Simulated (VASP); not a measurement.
VASP ran on this input.

POSCAR:
```
KBr
1
   -0.0000000000     3.1897936738     3.1897936738
    3.1897936738     0.0000000000     3.1897936738
    3.1897936738     3.1897936738     0.0000000000
K Br
1 1
Direct
  1.0000000000   1.0000000000   0.0000000000
  0.5000000000   0.5000000000   0.5000000000
```

### INCAR
```
SYSTEM = KBr
PREC = Accurate
ENCUT = 400
EDIFF = 1E-6
NELM = 100
ALGO = Normal
LREAL = .FALSE.
LASPH = .TRUE.
ISMEAR = 0
SIGMA = 0.05
LMAXMIX = 4
LWAVE = .FALSE.
LCHARG = .FALSE.
IBRION = 2
ISIF = 3
NSW = 60
EDIFFG = -0.01
```

**KPOINTS**
```
kpoints
0
Gamma
7 7 7
```

POTCAR, in this order: K_sv Br (LDA.64 set). Program: vasp_std.

Question: Write an equivalent input for Ansatz.

Answer: One equivalent input (not run):
Ansatz 0.2 input:
```yaml
crystal:
  lattice:
    - [0.0000000, 3.1897937, 3.1897937]
    - [3.1897937, 0.0000000, 3.1897937]
    - [3.1897937, 3.1897937, 0.0000000]
  atoms:
    - { symbol: K, position: [1.0000000, 1.0000000, 0.0000000] }
    - { symbol: Br, position: [0.5000000, 0.5000000, 0.5000000] }
kpoints:
  mp_grid: { grid: [7, 7, 7] }
hamiltonian:
  xc: lda
  pseudopotentials: { kind: paw }
scf:
  occupations: { method: gaussian, width: 0.05 }
  max_iter: 100
relax:
  max_steps: 60
  f_tol: 0.01
  cell: {}
output: { forces: true, stress: true, eigenvalues: true }
```
Limits of the translation: each code has its own PAW files, so the cut-off isn't converted (ENCUT is set for VASP's; basis.ecutwfc is left out, and Ansatz then takes the one that its files recommend); Ansatz stops its SCF on the density residual and VASP on the energy change (EDIFF); Ansatz's lda is the Perdew-Wang form, while the LDA potentials of VASP carry Perdew-Zunger's.

The compound is KBr in the rock salt structure. It was relaxed first, which changed the volume by -10 %. The start is the result of an earlier pass.
